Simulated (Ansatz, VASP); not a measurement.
# HfO2 in two plane-wave programs

Wanted: the spread between two codes on one cell, functional and k mesh. The cell is taken from a series of runs on this material, whose earlier steps may have relaxed, scaled, displaced or heated it; both programs get it as it stands.

Calculated with Ansatz 0.2.0; plane waves, with VASP 6.6.1 beside it; zone-centre phonons at PBE.

## (1) Set-up

The structure is tetragonal, space group P4_2/nmc (No. 137). The conventional cell has a = 3.569 Å, b = 3.569 Å, c = 5.158 Å, α = 90.00°, β = 90.00°, γ = 90.00°. Nearest to O lie 4 Hf at 2.07 to 2.35 Å. Nearest to Hf lie 8 O at 2.07 to 2.35 Å. Farther neighbours and most contacts between anions are not listed.

## (2) VASP: zone-centre phonons, PBE

Second derivatives magnify differences that forces hide, and they need a tight electronic threshold.

Lines of VASP's logs that name or quote its potential files are left out, and so is its time.

The input, INCAR:

```
SYSTEM = HfO2
PREC = Accurate
ENCUT = 600
EDIFF = 1E-08
NELM = 120
ISMEAR = 0
SIGMA = 0.01
LREAL = .FALSE.
ALGO = Normal
GGA = PE
NBANDS = 28
LASPH = .TRUE.
LORBIT = 11
LWAVE = .FALSE.
LCHARG = .FALSE.
ISIF = 2
IBRION = 8
LEPSILON = .TRUE.
GGA_COMPAT = .FALSE.
EFERMI = MIDGAP
KPAR = 2
```

The input, POSCAR:

```
HfO2
1.0
    3.5685971016      0.0000000000      0.0000000000
    0.0000000000      3.5685971016      0.0000000000
    0.0000000000      0.0000000000      5.1575877482
O Hf
4 2
Direct
    0.0000000000      0.5000000000      0.7022566018
    0.5000000000      0.0000000000      0.7977433982
    0.5000000000      0.0000000000      0.2977433982
    0.0000000000      0.5000000000      0.2022566018
    0.5000000000      0.5000000000      0.5000000000
    0.0000000000      0.0000000000      0.0000000000
```

The input, KPOINTS:

```
Automatic mesh
0
Gamma
8 8 4
0 0 0
```

The projector-augmented-wave data sets are O and Hf_pv (PBE family, release 64).

Started as:

```sh
$ mpirun -np 2 vasp_std
```

Numbers of over 12 decimals in the logs are rounded to 6 here.

Output:

```text
[banner, memory and clock lines left out]
running    2 mpi-ranks, on    1 nodes
 distrk:  each k-point on    1 cores,    2 groups
 distr:  one band on    1 cores,    1 groups

 POSCAR found type information on POSCAR O Hf
 POSCAR found :  2 types and       6 ions
 LDA part: xc-table for (Slater+PW92), standard interpolation
 POSCAR, INCAR and KPOINTS ok, starting setup
 FFT: planning ... GRIDC
 FFT: planning ... GRID_SOFT
 FFT: planning ... GRID
 WAVECAR not read
 entering main loop
       N       E                     dE             d eps       ncg     rms          rms(c)
DAV:   1     0.283137386649E+03    0.28314E+03   -0.27483E+04  2520   0.176E+03
DAV:   2    -0.565897765114E+02   -0.33973E+03   -0.32899E+03  3252   0.409E+02
DAV:   3    -0.716743729042E+02   -0.15085E+02   -0.15034E+02  2956   0.788E+01
DAV:   4    -0.718331034009E+02   -0.15873E+00   -0.15862E+00  3384   0.888E+00
DAV:   5    -0.718343731197E+02   -0.12697E-02   -0.12695E-02  3144   0.753E-01    0.728E+01
DAV:   6    -0.608637212980E+02    0.10971E+02   -0.58688E+01  2864   0.422E+01    0.614E+01
DAV:   7    -0.607183532101E+02    0.14537E+00   -0.23978E+00  3120   0.106E+01    0.370E+01
DAV:   8    -0.607065851425E+02    0.11768E-01   -0.26647E-01  3060   0.423E+00    0.722E+00
DAV:   9    -0.606878104038E+02    0.18775E-01   -0.81895E-02  2852   0.192E+00    0.261E+00
DAV:  10    -0.606872015239E+02    0.60888E-03   -0.77665E-03  3148   0.587E-01    0.854E-02
DAV:  11    -0.606872659036E+02   -0.64380E-04   -0.49748E-04  3080   0.150E-01    0.166E-01
DAV:  12    -0.606872959025E+02   -0.29999E-04   -0.64387E-05  3160   0.477E-02    0.149E-01
DAV:  13    -0.606872980214E+02   -0.21189E-05   -0.34901E-06  2980   0.130E-02    0.819E-03
DAV:  14    -0.606872985220E+02   -0.50058E-06   -0.43296E-07  3120   0.406E-03    0.102E-02
DAV:  15    -0.606872984003E+02    0.12166E-06   -0.14846E-07  3192   0.221E-03    0.283E-04
DAV:  16    -0.606872984221E+02   -0.21760E-07   -0.40161E-09  1828   0.451E-04    0.910E-05
DAV:  17    -0.606872984274E+02   -0.53287E-08   -0.89660E-10  1696   0.193E-04
   1 F= -.60687298E+02 E0= -.60687298E+02  d E =0.000000E+00
 Linear response reoptimize wavefunctions to high precision
DAV:   1    -0.606872984234E+02    0.40136E-08   -0.13908E-10  1644   0.864E-05
DAV:   2    -0.606872984233E+02    0.61846E-10   -0.17601E-11  1624   0.304E-05
 Linear response G [H, r] |phi>, progress :
  Direction:   1
       N       E                     dE             d eps       ncg     rms
RMM:   1    -0.184579772030E+03   -0.18458E+03    0.13341E+03  3694   0.231E+02
RMM:   2    -0.179356406304E+03    0.52234E+01   -0.67118E+01  4046   0.400E+01
RMM:   3    -0.180056080233E+03   -0.69967E+00   -0.53070E+00  4748   0.693E+00
RMM:   4    -0.180074702152E+03   -0.18622E-01   -0.29596E-01  5100   0.152E+00
RMM:   5    -0.180074106138E+03    0.59601E-03   -0.20689E-02  4983   0.368E-01
RMM:   6    -0.180074206546E+03   -0.10041E-03   -0.16778E-03  5169   0.927E-02
RMM:   7    -0.180074207242E+03   -0.69572E-06   -0.22326E-04  5103   0.326E-02
RMM:   8    -0.180074205534E+03    0.17078E-05   -0.20445E-04  5006   0.179E-02
RMM:   9    -0.180074212215E+03   -0.66806E-05    0.23746E-04  4559   0.150E-02
RMM:  10    -0.180074206348E+03    0.58668E-05    0.95640E-05  4565   0.143E-02
RMM:  11    -0.180074210738E+03   -0.43904E-05    0.57202E-04  4329   0.141E-02
RMM:  12    -0.180074211586E+03   -0.84767E-06    0.32190E-03  3995   0.140E-02
 Linear response G [H, r] |phi>, progress :
  Direction:   2
       N       E                     dE             d eps       ncg     rms
RMM:   1    -0.181906089332E+03   -0.18191E+03    0.15579E+03  3680   0.237E+02
RMM:   2    -0.175084123919E+03    0.68220E+01   -0.81793E+01  4040   0.430E+01
RMM:   3    -0.175904244339E+03   -0.82012E+00   -0.61093E+00  4765   0.782E+00
RMM:   4    -0.175930454359E+03   -0.26210E-01   -0.36593E-01  5091   0.172E+00
RMM:   5    -0.175928960428E+03    0.14939E-02   -0.24996E-02  4972   0.420E-01
RMM:   6    -0.175929125724E+03   -0.16530E-03   -0.26228E-03  5197   0.109E-01
RMM:   7    -0.175929117072E+03    0.86519E-05   -0.37112E-04  5110   0.366E-02
RMM:   8    -0.175929114008E+03    0.30644E-05   -0.84856E-04  4960   0.193E-02
RMM:   9    -0.175929117348E+03   -0.33402E-05   -0.40949E-04  4728   0.158E-02
RMM:  10    -0.175929110784E+03    0.65646E-05    0.10601E-03  4526   0.148E-02
RMM:  11    -0.175929122483E+03   -0.11700E-04   -0.32565E-04  4325   0.145E-02
RMM:  12    -0.175929113152E+03    0.93312E-05   -0.39281E-04  4006   0.144E-02
 Linear response G [H, r] |phi>, progress :
  Direction:   3
       N       E                     dE             d eps       ncg     rms
RMM:   1    -0.182904282570E+03   -0.18290E+03    0.12846E+03  3931   0.225E+02
RMM:   2    -0.178224512455E+03    0.46798E+01   -0.59599E+01  4079   0.381E+01
RMM:   3    -0.178944412841E+03   -0.71990E+00   -0.41980E+00  4703   0.655E+00
[...]
RMM:   7    -0.372847883026E+00    0.13805E-04   -0.28528E-07  8593   0.369E-03    0.861E-03
RMM:   8    -0.372834306701E+00    0.13576E-04   -0.19762E-07  8744   0.163E-03    0.347E-03
RMM:   9    -0.372836091336E+00   -0.17846E-05   -0.18961E-07  9198   0.760E-04    0.810E-04
RMM:  10    -0.372835842727E+00    0.24861E-06   -0.26730E-07  9229   0.408E-04    0.174E-04
[...]
RMM:  16    -0.369085185144E+00   -0.70185E-09   -0.22710E-07  7001   0.275E-04    0.204E-07
RMM:  17    -0.369085185335E+00   -0.19147E-09   -0.14168E-07  6776   0.275E-04    0.859E-08
 first order change of Fermi-energy   0.66833E-04
 force on displaced ion       1 direction 2 :   0.000  -6.362   0.005
 Born effective charge ion    1 direction 2 :   0.000  -2.130  -0.000
 Linear response progress:
  Degree of freedom:   3/  5
       N       E                     dE             d eps       ncg     rms          rms(c)
RMM:   1    -0.386989318895E+00   -0.38699E+00    0.25063E-01  8686   0.316E+00
RMM:   2    -0.375302169811E+00    0.11687E-01   -0.16348E-02  6807   0.586E-01    0.923E-01
RMM:   3    -0.376725671460E+00   -0.14235E-02   -0.19949E-03  6835   0.192E-01    0.502E-01
RMM:   4    -0.378778261286E+00   -0.20526E-02   -0.12856E-03  6853   0.159E-01    0.767E-02
RMM:   5    -0.378713026342E+00    0.65235E-04   -0.10587E-04  7013   0.388E-02    0.267E-02
RMM:   6    -0.378721917445E+00   -0.88911E-05   -0.13324E-05  7349   0.994E-03    0.119E-02
RMM:   7    -0.378729132501E+00   -0.72151E-05   -0.16338E-07  7406   0.388E-03    0.563E-03
RMM:   8    -0.378701720019E+00    0.27412E-04    0.12346E-06  7165   0.293E-03    0.198E-03
RMM:   9    -0.378705144658E+00   -0.34246E-05   -0.26138E-07  7528   0.757E-04    0.885E-04
RMM:  10    -0.378709534138E+00   -0.43895E-05   -0.69723E-07  7483   0.667E-04    0.324E-04
RMM:  11    -0.378709129657E+00    0.40448E-06   -0.21387E-07  7667   0.434E-04    0.888E-05
RMM:  12    -0.378709145239E+00   -0.15582E-07   -0.26959E-07  8028   0.357E-04    0.322E-05
RMM:  13    -0.378709152410E+00   -0.71707E-08   -0.32957E-07  8236   0.340E-04    0.219E-05
RMM:  14    -0.378709182489E+00   -0.30079E-07   -0.16098E-07  8251   0.336E-04    0.542E-06
RMM:  15    -0.378709187693E+00   -0.52042E-08   -0.27786E-07  7761   0.332E-04    0.281E-06
RMM:  16    -0.378709184401E+00    0.32917E-08   -0.11981E-07  6913   0.331E-04    0.327E-07
RMM:  17    -0.378709183921E+00    0.47988E-09   -0.28959E-07  5734   0.330E-04    0.253E-07
RMM:  18    -0.378709183361E+00    0.55990E-09   -0.83733E-08  5340   0.330E-04    0.104E-07
 first order change of Fermi-energy  -0.12399E-01
 force on displaced ion       1 direction 3 :   0.000   0.000 -13.948
 Born effective charge ion    1 direction 3 :   0.000   0.000  -2.440
 Linear response progress:
  Degree of freedom:   4/  5
       N       E                     dE             d eps       ncg     rms          rms(c)
RMM:   1    -0.237943954182E+00   -0.23794E+00    0.23838E+00  6130   0.864E+00
RMM:   2    -0.230903285370E+00    0.70407E-02   -0.38846E-02  7591   0.108E+00    0.944E-01
RMM:   3    -0.230300133698E+00    0.60315E-03   -0.13104E-03  8587   0.163E-01    0.561E-01
RMM:   4    -0.229413760001E+00    0.88637E-03   -0.29714E-04  9861   0.882E-02    0.140E-01
RMM:   5    -0.229206881424E+00    0.20688E-03   -0.21871E-05 10369   0.249E-02    0.212E-02
RMM:   6    -0.229229714315E+00   -0.22833E-04    0.23470E-06  9932   0.110E-02    0.190E-02
RMM:   7    -0.229223164837E+00    0.65495E-05    0.16497E-05 10742   0.332E-03    0.102E-02
RMM:   8    -0.229217998968E+00    0.51659E-05   -0.11943E-05  9865   0.170E-03    0.383E-04
RMM:   9    -0.229218190902E+00   -0.19193E-06   -0.56861E-06 10688   0.802E-04    0.617E-04
RMM:  10    -0.229218243941E+00   -0.53039E-07   -0.38062E-06 10737   0.571E-04    0.114E-04
RMM:  11    -0.229218395670E+00   -0.15173E-06   -0.22987E-06 10866   0.472E-04    0.120E-04
RMM:  12    -0.229218394544E+00    0.11256E-08   -0.15807E-06 11201   0.429E-04    0.982E-05
RMM:  13    -0.229218421519E+00   -0.26975E-07   -0.80683E-07 11316   0.408E-04    0.517E-05
RMM:  14    -0.229218426392E+00   -0.48731E-08   -0.56066E-07 10971   0.399E-04    0.187E-05
RMM:  15    -0.229218425081E+00    0.13113E-08   -0.65615E-08 10083   0.394E-04    0.170E-05
 first order change of Fermi-energy  -0.49663E-05
 force on displaced ion       5 direction 1 :  -9.929   0.000  -0.000
 Born effective charge ion    5 direction 1 :   5.507   0.000  -0.000
 Linear response progress:
  Degree of freedom:   5/  5
       N       E                     dE             d eps       ncg     rms          rms(c)
RMM:   1    -0.260416382932E+00   -0.26042E+00    0.22668E+00  5337   0.852E+00
RMM:   2    -0.250785052430E+00    0.96313E-02   -0.41369E-02  6345   0.114E+00    0.806E-01
RMM:   3    -0.249755485033E+00    0.10296E-02   -0.31427E-03  7616   0.214E-01    0.514E-01
RMM:   4    -0.248682072742E+00    0.10734E-02   -0.90321E-04  7366   0.174E-01    0.175E-01
RMM:   5    -0.248454523797E+00    0.22755E-03   -0.23243E-04  8868   0.540E-02    0.336E-02
RMM:   6    -0.248510650041E+00   -0.56126E-04   -0.29065E-05  7781   0.215E-02    0.211E-02
RMM:   7    -0.248528055752E+00   -0.17406E-04    0.20110E-05  8855   0.647E-03    0.190E-02
RMM:   8    -0.248532625244E+00   -0.45695E-05   -0.36206E-06  7323   0.459E-03    0.614E-03
RMM:   9    -0.248535953281E+00   -0.33280E-05   -0.85192E-06  8114   0.188E-03    0.501E-04
RMM:  10    -0.248536411724E+00   -0.45844E-06   -0.11492E-05  8492   0.821E-04    0.531E-04
RMM:  11    -0.248536308553E+00    0.10317E-06   -0.10197E-05  8833   0.544E-04    0.305E-04
RMM:  12    -0.248536830526E+00   -0.52197E-06   -0.97563E-06  7976   0.540E-04    0.221E-04
RMM:  13    -0.248537295516E+00   -0.46499E-06   -0.15297E-05  9462   0.435E-04    0.677E-05
RMM:  14    -0.248537218389E+00    0.77127E-07   -0.13416E-05  9017   0.417E-04    0.251E-05
[...]
RMM:  21    -0.248536887104E+00   -0.40717E-07   -0.10951E-05  6532   0.398E-04    0.775E-07
RMM:  22    -0.248536867837E+00    0.19267E-07   -0.10320E-05  6109   0.398E-04    0.892E-07
RMM:  23    -0.248536881010E+00   -0.13173E-07   -0.10906E-05  6118   0.398E-04    0.837E-07
RMM:  24    -0.248536872903E+00    0.81073E-08   -0.10175E-05  6167   0.398E-04    0.626E-07
RMM:  25    -0.248536910427E+00   -0.37524E-07   -0.11994E-05  6177   0.398E-04    0.417E-07
RMM:  26    -0.248536844985E+00    0.65443E-07   -0.98843E-06  6126   0.398E-04    0.469E-07
RMM:  27    -0.248536878945E+00   -0.33960E-07   -0.10743E-05  6126   0.398E-04    0.513E-07
RMM:  28    -0.248536881059E+00   -0.21139E-08   -0.10889E-05  6126   0.398E-04    0.457E-07
 first order change of Fermi-energy   0.11446E+01
 force on displaced ion       5 direction 3 :   0.000   0.000 -25.054
 Born effective charge ion    5 direction 3 :   0.000   0.000   4.877
 Born effective charges drift removed
 Linear response finished
```

[end of part 1 of 3]

[Lines on the potential files, build, host, timing and source positions are cut from VASP's logs without a mark.]

[Logs are printed without paths, hosts, clocks, repeated set-up lines and the standing remarks that a program may print on its own settings, such as how far it seeks lower states.]

[Hosts, paths, dates, database ids (printed as entryN), source tags and the programs' standing remarks are cut or masked in the printed files.]
